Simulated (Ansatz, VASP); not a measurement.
# One calculation of Ga2SiS, two programs

```
Ga Si S
1.0
     2.58675   -2.66289    0.00000
     2.58675    2.66289    0.00000
     0.00000    0.00000    5.29718
Ga Si S
2 1 1
Direct
  0.00000 0.00000 0.50000
  0.50000 0.50000 0.50000
  0.00000 0.00000 0.00000
  0.50000 0.50000 0.00000
```

Alike in both runs: functional PBE; k mesh 4 × 4 × 4; occupations gaussian, width 0.1 eV; no spin polarisation.

Ansatz relaxed the structure, and its values are those at the end. VASP's run is a single point on that final structure, the one shown.

|  | VASP | Ansatz |
| --- | --- | --- |
| version | VASP 6.6.1 | Ansatz 0.2.0 |
| potentials or method | VASP PAW PBE potentials, release 64 (Ga_d, Si, S) | scalar-relativistic, plane waves, PAW |
| plane-wave cutoff (eV) | 520 | 420 |
| valence electrons in the cell | 36 | 36 |

```csv
,VASP,Ansatz,Ansatz less VASP
gap on the k mesh at the Fermi level (eV),none,none,-
pressure (GPa),0.0,0.0,-0.06
```

A gap of «none» marks a metal or a gap that the smearing closes. The functional is the same, so the differences come from potentials, cutoffs and numerics.

Caveats: the k mesh is coarse (spacing up to 0.42 Å⁻¹), so the values aren't converged.
